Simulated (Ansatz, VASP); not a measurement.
# Au (Gold) in two plane-wave programs

Aim: how closely do two programs agree when they are given the same cell, functional and k mesh? The cell is taken from a series of runs on this material, whose earlier steps may have relaxed, scaled, displaced or heated it; both programs get it as it stands.

Main program and level: Ansatz 0.2.0; plane waves, with VASP 6.6.1 beside it; single point at LDA and single point at PBE.

## 1. The starting structure

The structure is cubic, space group Fm-3m (No. 225). The conventional cell has a = 4.031 Å, b = 4.031 Å, c = 4.031 Å, α = 90.00°, β = 90.00°, γ = 90.00°. Au has 12 Au at 2.85 Å nearest.

Coordinates:

```xyz
1
Lattice="0.0000 2.0155 2.0155 2.0155 0.0000 2.0155 2.0155 2.0155 0.0000" Properties=species:S:1:pos:R:3 pbc="T T T"
Au    0.0000    0.0000    0.0000
```

## 2. VASP: single point, LDA

With cell and atoms fixed, the geometry can't cause a difference; cores, projectors, grids and the points listed under the comparison can.

Lines of VASP's logs that name or quote its potential files are left out, and so is its time.

INCAR reads:

```
SYSTEM = Au
PREC = Accurate
ENCUT = 520
EDIFF = 1E-06
NELM = 100
ISMEAR = 1
SIGMA = 0.1
LREAL = .FALSE.
ALGO = Normal
GGA = CA
NBANDS = 15
LORBIT = 11
LWAVE = .FALSE.
LCHARG = .FALSE.
KPAR = 2
ISIF = 2
```

POSCAR reads:

```
Au
1.0
    0.0000000000      2.0154823900      2.0154823900
    2.0154823900      0.0000000000      2.0154823900
    2.0154823900      2.0154823900      0.0000000000
Au
1
Direct
    0.0000000000      0.0000000000      0.0000000000
```

KPOINTS reads:

```
Automatic mesh
0
Gamma
12 12 12
0 0 0
```

Potentials, in the order of the species: Au_sv_GW (LDA family, release 64).

Command:

```
$ mpirun -np 2 vasp_std
```

Numbers of over 12 decimals in the logs are rounded to 6 here.

What it wrote:

```text
[banner, memory and clock lines left out]
running    2 mpi-ranks, on    1 nodes
 distrk:  each k-point on    1 cores,    2 groups
 distr:  one band on    1 cores,    1 groups

 POSCAR found type information on POSCAR Au
 POSCAR found :  1 types and       1 ions
 LDA part: xc-table for (Slater(with rela. corr.)+CA(PZ))
 , standard interpolation
 POSCAR, INCAR and KPOINTS ok, starting setup
 FFT: planning ... GRIDC
 FFT: planning ... GRID_SOFT
 FFT: planning ... GRID
 WAVECAR not read
 entering main loop
       N       E                     dE             d eps       ncg     rms          rms(c)
DAV:   1     0.234549625624E+03    0.23455E+03   -0.11390E+04  2754   0.205E+03
DAV:   2     0.146553051855E+02   -0.21989E+03   -0.20392E+03  2613   0.628E+02
DAV:   3    -0.456208165128E+01   -0.19217E+02   -0.18821E+02  3267   0.169E+02
DAV:   4    -0.491555574964E+01   -0.35347E+00   -0.35345E+00  2651   0.209E+01
DAV:   5    -0.492739930446E+01   -0.11844E-01   -0.11843E-01  3420   0.377E+00    0.132E+01
DAV:   6    -0.384034460816E+01    0.10871E+01   -0.17615E+00  3380   0.330E+01    0.103E+01
DAV:   7    -0.378447574013E+01    0.55869E-01   -0.11996E-01  3625   0.457E+00    0.574E+00
DAV:   8    -0.377580763694E+01    0.86681E-02   -0.13509E-02  2783   0.391E+00    0.665E-01
DAV:   9    -0.377569467583E+01    0.11296E-03   -0.40623E-04  3100   0.629E-01    0.161E-01
DAV:  10    -0.377569011890E+01    0.45569E-05   -0.10308E-05  3120   0.104E-01    0.319E-03
DAV:  11    -0.377569016607E+01   -0.47176E-07   -0.16323E-07  1479   0.635E-03
   1 F= -.37756902E+01 E0= -.37759310E+01  d E =0.722609E-03
```

OUTCAR, selected parts (step 2):

```text
ion  position               nearest neighbor table
   1  0.000  0.000  0.000-

  LATTYP: Found a face centered cubic cell.
 ALAT       =     4.0309647800

 Subroutine GETGRP returns: Found 48 space group operations
 (whereof 48 operations were pure point group operations)

The static configuration has the point symmetry O_h .

 Found     72 irreducible k-points:

   k-points           NKPTS =     72   k-points in BZ     NKDIM =     72   number of bands    NBANDS=     15

   dimension x,y,z NGX =    24 NGY =   24 NGZ =   24
   dimension x,y,z NGXF=    48 NGYF=   48 NGZF=   48

   ENCUT  =  520.0 eV  38.22 Ry    6.18 a.u.   5.30  5.30  5.30*2*pi/ulx,y,z

   NELECT =      19.0000    total number of electrons

 k-points in reciprocal lattice and weights: Automatic mesh
   0.00000000  0.00000000  0.00000000       0.001
   0.08333333  0.00000000  0.00000000       0.005
   0.16666667  0.00000000  0.00000000       0.005
   0.25000000  0.00000000  0.00000000       0.005
   0.33333333  0.00000000  0.00000000       0.005
   0.41666667  0.00000000  0.00000000       0.005
   0.50000000  0.00000000  0.00000000       0.002
   0.08333333  0.08333333  0.00000000       0.003
   0.16666667  0.08333333  0.00000000       0.014
[...]
-0.33333333  0.50000000  0.16666667       0.007
  -0.25000000  0.50000000  0.25000000       0.003

 average (electrostatic) potential at core
       1 -83.5136

 E-fermi :   9.0680

 k-point     1 :       0.0000    0.0000    0.0000
  band No.  band energies     occupation
    ...
      6       4.2302      2.00000
      7       4.2302      2.00000
      8       4.2302      2.00000
      9       5.8786      2.00000
     10       5.8786      2.00000
     11      23.6040      0.00000
     12      27.7688      0.00000
     13      27.7688      0.00000
     14      27.7688      0.00000
     15      32.9818      0.00000

 k-point     2 :       0.0833    0.0000    0.0000
  band No.  band energies     occupation
    ...
      6       4.1472      2.00000
      7       4.3172      2.00000
      8       4.3172      2.00000
      9       5.8401      2.00000
     10       5.8401      2.00000
     11      23.9094      0.00000
     12      26.3989      0.00000
     13      28.0879      0.00000
     14      28.0879      0.00000
     15      33.9261      0.00000

 k-point     3 :       0.1667    0.0000    0.0000
  band No.  band energies     occupation
    ...
      6       3.9904      2.00000
      7       4.4932      2.00000
      8       4.4932      2.00000
      9       5.8183      2.00000
     10       5.8183      2.00000
     11      23.6043      0.00000
     12      24.7737      0.00000
     13      28.9276      0.00000
     14      28.9276      0.00000
     15      31.9320      0.00000

  Total        0.2077521      0.2077521      0.2077521      0.0000000      0.0000000      0.0000000
  in kB       20.3277382     20.3277382     20.3277382      0.0000000      0.0000000      0.0000000
  external PRESSURE =      20.3277382 kB  Pullay stress =       0.0000000 kB

  energy-cutoff  :      520.00
  volume of cell :       16.37
      direct lattice vectors                 reciprocal lattice vectors
     0.000000000  2.015482390  2.015482390    -0.248079568  0.248079568  0.248079568
     2.015482390  0.000000000  2.015482390     0.248079568 -0.248079568  0.248079568
     2.015482390  2.015482390  0.000000000     0.248079568  0.248079568 -0.248079568

 POSITION                                       TOTAL-FORCE (eV/Angst)
 -----------------------------------------------------------------------------------
      0.00000      0.00000      0.00000         0.000000      0.000000      0.000000
 -----------------------------------------------------------------------------------
    total drift:                               -0.000000      0.000000     -0.000000

  FREE ENERGIE OF THE ION-ELECTRON SYSTEM (eV)
  ---------------------------------------------------
  free  energy   TOTEN  =        -3.7756901661 eV

  energy  without entropy=       -3.7764127753  energy(sigma->0) =       -3.77593104

 total charge
# of ion       s       p       d       f       tot
--------------------------------------------------
    1        2.302   6.374   8.481   0.014  17.172

[... 3 further parts left out ...]
```

The run ends at a pressure of 2.03 GPa.

## 3. Ansatz: single point, LDA

Ansatz runs on its default PAW (the set named soft_2) files.

The same cell, functional (in two slightly different forms), mesh and smearing now go to Ansatz, which takes its cutoff from its data sets.

input.yaml reads:

```yaml
crystal:
  lattice:
    - [0.0, 2.01548239, 2.01548239]
    - [2.01548239, 0.0, 2.01548239]
    - [2.01548239, 2.01548239, 0.0]
  atoms:
    - { symbol: Au, position: [0.0, 0.0, 0.0] }
hamiltonian:
  xc: lda
  pseudopotentials: { kind: paw }
kpoints:
  mp_grid: { grid: [12, 12, 12] }
scf:
  occupations: { method: methfessel_paxton, width: 0.1 }
  n_extra_bands: 4
output:
  forces: true
  stress: true
  eigenvalues: true
```

Command:

```
$ ansatz run input.yaml --threads 2 --pin off --max-ram 4608MiB --backend cpu --events-out ev --progress --plain --runs-dir out
```

What it wrote:

```text
scf.n_extra_bands = 4 over 10 filled bands (N_el = 19.0): the run solves 14 bands
Engine: ansatz 0.2.0, aarch64-unknown-linux-gnu
Pseudopotentials: kind: paw
Pseudopotential: Au, paw, valence charge 19, recommended cutoff 420 eV (normal), Au.paw.azcp
Functional definition: SPW92
  exchange = slater_x
  correlation = pw_c
Crystal: 1 atoms, lattice volume = 16.374 Å³
Basis set: ecut = 420 eV, 331 PW (Γ)
Bands: 14, of which v1, the nominal top of the filled ones, is band 10 counted from 1 (9 counted from 0)
Symmetry: 48 space group operations
Space group: Fm-3m (ITA 225), of the structure as read, at distance tolerance 2.5e-5 Å
k-points: 72 of 1728
Non-local potential: Au, projectors of the file, l = 0: 3, l = 1: 2, l = 2: 2, l = 3: 1
PAW form: soft (Blöchl's): semilocal exchange-correlation on the pseudo side does not see the compensation charge
PAW frozen core: Au, regenerated for the run's functional, and the local potential with it (the file was generated under x = pbe(κ = 0.804, μ = 0.219515), c = pbe(β = 0.066725))
PAW one-centre angular grid: Au, 590 points (default); XC on 64 Gauss nodes
Initial density: superposition of atomic densities (neutral atoms: chi_scale 0, normalization atom), corrected by the library's trained network
Initial wavefunctions: pseudopotential atomic-orbital guess
Functional: x = slater, c = lda
SCF iter   1: F=—  HF=-12864.945583 eV  |F-HF|=—  |Δ(HF+E_count)|=         —  Δρ=8.07e-3  dr2=6.75e-3  ethr=1.77e-3  ⟨swp⟩=4.7  Hψ=5074  notcnv=0
preconditioner: auto → none  [insulator: Δε(μ)=0.129 eV  Ē_g=16.375 eV  σ=0.100 eV  W_gap=0.79  n_scr=8 (ndim 8)  ℏωp=30.4 eV  f_vac=0.000  D(μ)=0.25/eV (n_scr^D=0)  ε∞_Penn≈4.5]
SCF iter   2: F=—  HF=-12864.943592 eV  |F-HF|=—  |Δ(HF+E_count)|=   1.99e-3  S|Δr|=    0.00e0  Δρ=3.03e-3  dr2=4.33e-4  ethr=3.55e-5  ⟨swp⟩=2.4  Hψ=1868  notcnv=0
SCF iter   3: F=—  HF=-12864.943443 eV  |F-HF|=—  |Δ(HF+E_count)|=   1.50e-4  S|Δr|=    0.00e0  Δρ=1.46e-3  dr2=7.04e-5  ethr=2.28e-6  ⟨swp⟩=2.7  Hψ=1629  notcnv=0
SCF iter   4: F=—  HF=-12864.943414 eV  |F-HF|=—  |Δ(HF+E_count)|=   2.88e-5  S|Δr|=    0.00e0  Δρ=3.22e-4  dr2=3.20e-6  ethr=3.71e-7  ⟨swp⟩=1.3  Hψ=1003  notcnv=0
SCF iter   5: F=-12864.943413 eV  HF=-12864.943413 eV  |F-HF|=1.19e-8  |Δ(HF+E_count)|=   5.49e-7  S|Δr|=    0.00e0  Δρ=3.06e-5  dr2=3.62e-8  ethr=5.26e-10  ⟨swp⟩=4.2  Hψ=3864  notcnv=0
SCF 1 converged in 5 iterations: F = -12864.943413 eV  dr2 = 3.62e-8
  greatest PAW one-centre occupation: 1.003 electrons in one spin orbital (limit 2), on the Au atom at site 0 (counted from 0), in its partial waves of l = 0
SCF converged after 5 iterations
Stability not checked: this state was not tested for a lower state beside it, because cold or Methfessel-Paxton smearing, or corrected tetrahedra, fill the levels in a way that the test cannot read (fill_not_monotonic; see scf.lower_state_search)
Free energy (F): -12864.943413 eV
Harris-Foulkes:  -12864.943413 eV  (|F-HF|=1.19e-8)
Internal energy: -12864.944138 eV  (E = F + TS)
E sigma→0 (E₀):  -12864.943594 eV
Entropy (-TS):   0.000724 eV (0.724 meV/atom)
Fermi energy:    21.284377 eV
--- Per-component energies (eV) ---
  E_band       = -196.294122
  E_kinetic    = 605.867607
  E_local      = -1650.650464  (includes V_loc(G=0)·N_el)
  E_nonlocal   = 81.305629
  E_hartree    = 704.903379
  E_xc         = -227.194273
  E_vxc        = -275.645981  (∫ρ·V_xc dr)
  E_paw        = -9423.415261  (= ΣΔE_a)
  E_vpaw       = -366.984149  (= ΣTr[D̂ρ^β])
  E_aug_tail   = 0.001379  (compensation charges beyond the density's cutoff)
  E_ewald      = -2956.284851
  E_core_change = 0.522718  (= ΣΔE_core)
  E_smearing   = 0.000724  (= −TS)
  E_closure    = -0.000000  (closes the sum)
  Σ components = -12864.943413   (vs F -12864.943413, Δ=0.00e0)
--- Forces (eV/Å), atoms counted from 1 ---
  atom   1  Au     0.00000000     0.00000000    -0.00000000
  max |Σ_I F_I| component: 2.05e-32 eV/Å
--- Stress (GPa, compression-positive) ---
        2.388970       0.000000      -0.000000
        0.000000       2.388970       0.000000
       -0.000000       0.000000       2.388970
  P = ⅓ Tr σ = 2.3890 GPa (23.890 kbar)
--- Band table (eV; the first three rows and the last of 72) ---
  k-point 0: bands = [... 6 lower, 16.4715, 16.4715, 18.1251, 18.1251, 35.7977, 39.9638, 39.9638, 39.9638]
  k-point 1: bands = [... 6 lower, 16.5585, 16.5585, 18.0862, 18.0862, 36.1010, 38.5841, 40.2781, 40.2781]
  k-point 2: bands = [... 6 lower, 16.7349, 16.7349, 18.0643, 18.0643, 35.7777, 36.9637, 41.1005, 41.1005]
  k-point 71: bands = [... 6 lower, 15.9557, 17.9377, 19.7712, 26.2150, 27.7810, 27.7810, 31.0827, 44.2022]
```

Reading the cycles: dr2 is the Hartree energy of the density residual (eV), the measure of convergence; HF is the Harris–Foulkes estimate of the energy, which meets the free energy F at convergence.

The run ends at a pressure of 2.39 GPa.

## 4. Side by side

Known differences besides the potentials themselves: the two LDA forms differ slightly; the cutoff is 420 eV in Ansatz and 520 eV in VASP; VASP's log shows a relativistic correction to its local exchange, Ansatz's none. Total energies have different zeros and are not compared.

Compared:

| quantity | Ansatz | VASP | difference |
| --- | --- | --- | --- |
| pressure (GPa) | 2.39 | 2.03 | +0.36 |

## 5. VASP: single point, PBE

With cell and atoms fixed, the geometry can't cause a difference; cores, projectors, grids and the points listed under the comparison can. The cell compared in this pair holds 18.25 Å³, against 16.37 Å³ for the pair before.

Changes to INCAR since step 2:

```diff
@@ -9,3 +9,3 @@
 ALGO = Normal
-GGA = CA
+GGA = PE
 NBANDS = 15
```

POSCAR reads:

```
Au
1.0
    0.0000000000      2.0897120600      2.0897120600
    2.0897120600      0.0000000000      2.0897120600
    2.0897120600      2.0897120600      0.0000000000
Au
1
Direct
    0.0000000000      0.0000000000      0.0000000000
```

KPOINTS is that of step 2.

Potentials, in the order of the species: Au_sv_GW (PBE family, release 64).

Command:

```
$ mpirun -np 2 vasp_std
```

What it wrote:

```text
[banner, memory and clock lines left out]
running    2 mpi-ranks, on    1 nodes
[...]
LDA part: xc-table for (Slater+PW92), standard interpolation
 POSCAR, INCAR and KPOINTS ok, starting setup
[...]
entering main loop
       N       E                     dE             d eps       ncg     rms          rms(c)
DAV:   1     0.189580985493E+03    0.18958E+03   -0.11601E+04  3254   0.202E+03
DAV:   2     0.107095817403E+02   -0.17887E+03   -0.16497E+03  3057   0.608E+02
DAV:   3    -0.333653891109E+01   -0.14046E+02   -0.13700E+02  2914   0.132E+02
DAV:   4    -0.363177605468E+01   -0.29524E+00   -0.29516E+00  3024   0.207E+01
[...]
DAV:   9    -0.260213768218E+01    0.72277E-04   -0.29168E-04  3419   0.558E-01    0.137E-01
DAV:  10    -0.260218672182E+01   -0.49040E-04   -0.41891E-05  3236   0.123E-01    0.447E-03
DAV:  11    -0.260218663014E+01    0.91685E-07   -0.13164E-07  1689   0.954E-03
   1 F= -.26021866E+01 E0= -.26022412E+01  d E =0.163570E-03
```

Parts of OUTCAR (step 5):

```text
  Total       -0.3394243     -0.3394243     -0.3394243      0.0000000      0.0000000     -0.0000000
  in kB      -29.7964288    -29.7964288    -29.7964288      0.0000000      0.0000000     -0.0000000
  external PRESSURE =     -29.7964288 kB  Pullay stress =       0.0000000 kB

 POSITION                                       TOTAL-FORCE (eV/Angst)
 -----------------------------------------------------------------------------------
      0.00000      0.00000      0.00000         0.000000     -0.000000      0.000000
 -----------------------------------------------------------------------------------
    total drift:                               -0.000000     -0.000000     -0.000000

  FREE ENERGIE OF THE ION-ELECTRON SYSTEM (eV)
  ---------------------------------------------------
  free  energy   TOTEN  =        -2.6021866301 eV

  energy  without entropy=       -2.6023502005  energy(sigma->0) =       -2.60224115

[... 1 part as in an earlier step ...]

[... 2 further parts left out ...]
[key lines of the parts left out:]
E-fermi :   7.7362
```

The run ends at a pressure of -2.98 GPa.

## 6. Ansatz: single point, PBE

The same cell, functional, mesh and smearing now go to Ansatz, which takes its cutoff from its data sets.

The cell is taken from a series of runs on this material, whose earlier steps may have relaxed, scaled, displaced or heated it; both programs get it as it stands.

input.yaml, the sections that differ from step 3:

```yaml
crystal:
  lattice:
    - [0.0, 2.08971206, 2.08971206]
    - [2.08971206, 0.0, 2.08971206]
    - [2.08971206, 2.08971206, 0.0]
  atoms:
    - { symbol: Au, position: [0.0, 0.0, 0.0] }
hamiltonian:
  xc: pbe
  pseudopotentials: { kind: paw }
# kpoints, scf, output: as in step 3
```

Command:

```
$ ansatz run input.yaml --threads 2 --pin off --max-ram 4608MiB --backend cpu --events-out ev --progress --plain --runs-dir out
```

What it wrote:

```text
[...]
Crystal: 1 atoms, lattice volume = 18.251 Å³
Basis set: ecut = 420 eV, 339 PW (Γ), exchange–correlation on 40×40×40 points (8 copies of the dense FFT grid, shifted against one another)
Bands: 14, of which v1, the nominal top of the filled ones, is band 10 counted from 1 (9 counted from 0)
[... 1 set-up line as in the run before ...]
[...]
k-points: 72 of 1728
[...]
--- Band table (eV; the first three rows and the last of 72) ---
  k-point 0: bands = [... 6 lower, 14.4741, 14.4741, 15.8211, 15.8211, 33.3543, 36.9644, 36.9644, 36.9644]
  k-point 1: bands = [... 6 lower, 14.5471, 14.5471, 15.7914, 15.7914, 33.5723, 35.5582, 37.1989, 37.1989]
  k-point 2: bands = [... 6 lower, 14.6944, 14.6944, 15.7790, 15.7790, 32.5962, 34.3418, 37.7608, 37.7608]
  k-point 71: bands = [... 6 lower, 14.0734, 15.7041, 17.1772, 23.1794, 24.8941, 24.8941, 27.8233, 40.7861]
[key lines of the parts left out:]
SCF converged after 4 iterations
Free energy (F): -13149.317409 eV
Fermi energy:    18.771945 eV
P = ⅓ Tr σ = -1.8966 GPa (-18.966 kbar)
```

The run ends at a pressure of -1.90 GPa.

## 7. Comparison

What differs besides the data sets and the points named for the pairs above, as far as they apply: VASP leaves aspherical gradient terms in its spheres out (LASPH is not set), Ansatz keeps them. Total energies have different zeros and are not compared.

Both answers:

| quantity | Ansatz | VASP | difference |
| --- | --- | --- | --- |
| pressure (GPa) | -1.90 | -2.98 | +1.08 |
| pressure without Ansatz's Pulay correction (GPa) | -1.95 | -2.98 | +1.03 |

Ansatz's pressure holds a Pulay correction of 0.05 GPa; VASP's holds none.

## 8. Results

```json
{
  "difference in pressure (single point, LDA)": "0.36 GPa",
  "difference in pressure (single point, PBE)": "1.1 GPa"
}
```

In words: The difference in pressure is 1.1 GPa (single point, PBE), beyond the 1 GPa picked in this series as the mark of a large difference. What causes the difference of the single point, PBE pair stays open here. Such differences can come from data sets, numerical settings and the points named under the comparisons, not from the functional's error against experiment.

[Lines on the potential files, build, host, timing and source positions are cut from VASP's logs without a mark.]

[Logs are printed without paths, hosts, clocks, repeated set-up lines and the standing remarks that a program may print on its own settings, such as how far it seeks lower states.]

[Hosts, paths, dates, database ids (printed as entryN), source tags and the programs' standing remarks are cut or masked in the printed files.]
